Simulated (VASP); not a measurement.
VASP runs on In (space group I4/mmm) share one base input (PBE GGA, plane waves, VASP's PBE PAW potentials (set 64)) and change the settings named in each case.

### POSCAR
```
In
4.950
 -0.3282828283   0.3282828283   0.5000000000
  0.3282828283  -0.3282828283   0.5000000000
  0.3282828283   0.3282828283  -0.5000000000
In
1
Cart
  0.0000000000   0.0000000000   0.0000000000
```

### INCAR
```
SYSTEM = In
LMAXMIX = 4   # l cut-off of mixed one-centre charges
ENCUT = 300   # plane-wave cut-off (eV)
PREC = Accurate
LREAL = .FALSE.
ISIF = 2
ALGO = Normal   # blocked Davidson
EDIFF = 1E-6
GGA = PE   # PBE
LCHARG = .FALSE.
SIGMA = 0.1   # width (eV)
ISMEAR = -1   # Fermi-Dirac
LASPH = .TRUE.   # aspherical one-centre terms
LWAVE = .FALSE.
NELM = 100   # most electronic steps
```

**KPOINTS**
```
Regular mesh
0
Gamma
  9 9 10
0 0 0
```

POTCAR, in this order: In_d (PBE.64 set). Program: vasp_std.

| change | E(σ→0) (eV/atom) | pressure (GPa) | −TS (eV) |
|---|---|---|---|
| base run | -2.5433 | 1.66 | -0.0160 |
| GGA = PS | -2.9741 | (withheld) | -0.0160 |
| GGA_COMPAT = .FALSE., LNONCOLLINEAR = .TRUE., LSORBIT = .TRUE., MAGMOM = 0.0 0.0 0.0, program vasp_ncl | -2.5784 | (withheld) | (withheld) |
| KPOINTS 2×2×3 Γ-centred mesh | -2.9503 | 0.75 | -0.0375 |

**Question.** What belongs in the gaps?

**Answer.** 
- GGA_COMPAT = .FALSE., LNONCOLLINEAR = .TRUE., LSORBIT = .TRUE., MAGMOM = 0.0 0.0 0.0, program vasp_ncl, pressure (GPa): 1.60
- GGA_COMPAT = .FALSE., LNONCOLLINEAR = .TRUE., LSORBIT = .TRUE., MAGMOM = 0.0 0.0 0.0, program vasp_ncl, −TS (eV): -0.0157
- GGA = PS, pressure (GPa): -1.31

Energies of different potentials or functionals have different zeros.  Unless said otherwise, spin-orbit coupling is left out, though it shifts the bands of the heavy elements here. At 300 eV the pressure can carry a Pulay error.

Left out are runs that ran out of time, are held back, or changed the cell or the kind of run, fixed moments of cells without a moment, rows past the twelfth, gaps on odd meshes, pressures of charged cells and columns that move by less than the noise.

The structure is a typed In crystal. The cell was not relaxed at this level.
